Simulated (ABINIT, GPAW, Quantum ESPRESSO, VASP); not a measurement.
# CaBr2 (P1, 6 atoms in the cell) computed with different codes at matched settings

Self-consistent single point, at a second geometry (lattice scaled by 0.98). First geometry:

```
CaBr2
1.0
    6.80812     0.00000     0.00000
    0.00000     6.80812     0.00000
    0.00000     0.00000     4.37987
Ca Br
2 4
Direct
  0.01819   0.00823   0.00694
  0.49928   0.49101   0.51083
  0.79944   0.19818   0.51831
  0.19825   0.80784   0.49721
  0.30789   0.29639   0.97595
  0.67693   0.69835   0.99076
```

Shared settings, as Quantum ESPRESSO writes them: occupations = fixed; K_POINTS = automatic 2 2 3 0 0 0. Potentials and cutoffs stand in the table.

```tsv
code	model	ΔF from the first geometry (meV/atom)	pressure (GPa)	largest force (eV/Å)	gap on the mesh (eV)	cutoff
ABINIT	PBEsol, norm-conserving pseudopotentials (PseudoDojo nc-sr-04 PBEsol standard)	4.5	1.34	0.739	4.345	925 eV
VASP	PBEsol, VASP's PBE PAW potentials (set 64)	6.6	1.45	0.755	4.346	300 eV
GPAW	PBEsol, GPAW PAW datasets PBEsol (made by gpaw-setup)	6.8	1.52	0.758	4.347	550 eV
Quantum ESPRESSO	PBEsol, PseudoDojo standard norm-conserving (PBESOL) pseudopotentials	4.5	1.34	0.739	4.345	70 Ry
```

Size of the force on each atom (eV/Å): Sizes of forces hide their directions.

```
code                Ca1    Ca2    Br3    Br4    Br5    Br6
----------------  -----  -----  -----  -----  -----  -----
ABINIT            0.739  0.720  0.289  0.262  0.473  0.534
VASP              0.755  0.736  0.288  0.277  0.483  0.555
GPAW              0.758  0.740  0.291  0.276  0.486  0.557
Quantum ESPRESSO  0.739  0.720  0.289  0.262  0.473  0.534
```

Gaps are read on the mesh.

The spread over the programs that give each value: ΔF from the first geometry within 2.3 meV/atom; pressure within 0.18 GPa; largest force within 0.019 eV/Å; gap on the mesh within 0.002 eV.

The shared mesh is coarse (it stands for a supercell whose shortest vector is 13 Å), so the values are not converged in it.

VASP's run is marked for a possible Pulay error in its stress at this cutoff; no cutoff test was made.

VASP ran the fixed occupations as a Gaussian smearing of 0.01 eV.

The starting cell comes from a database of computed structures (which also holds hypothetical and non-ambient phases and stackings), without a prior relaxation at this level. Its atoms were displaced at random from the sites of space group no. 136. For this run, on top of that: lattice scaled by 0.98.

Left out of this page: Ansatz, CP2K, Elk and SIESTA (not drawn, or without a comparable value).
